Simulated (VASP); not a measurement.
```
BaS
1.0
    0.00000     3.27968     3.27968
    3.27968     0.00000     3.27968
    3.27968     3.27968     0.00000
Ba S
1 1
Cartesian
  0.00000   0.00000   0.00000
  3.27968   3.27968   3.27968
```

Level of theory: vdW-DF2, VASP's PBE PAW potentials (set 64) (plane waves; VASP 6.6.1). Settings: 520 eV cut-off, 8×8×8 Γ-centred mesh, tetrahedra with Blöchl corrections, potentials Ba_sv S.

Unless said otherwise, spin-orbit coupling is left out, though it shifts the bands of the heavy elements here.

Predict the energy per atom (σ→0), band gap (on the k-mesh) with the smallest direct gap where there is one.

```yaml
band gap (on the k-mesh): 2.21 eV
smallest direct gap (on the k-mesh): 2.37 eV
energy per atom (σ→0): -3.298 eV/atom
```

Total energies compare only between runs with the same potentials, cut-off and functional.

The compound is BaS in the rock salt structure. It was relaxed first, which changed the volume by +8 %.
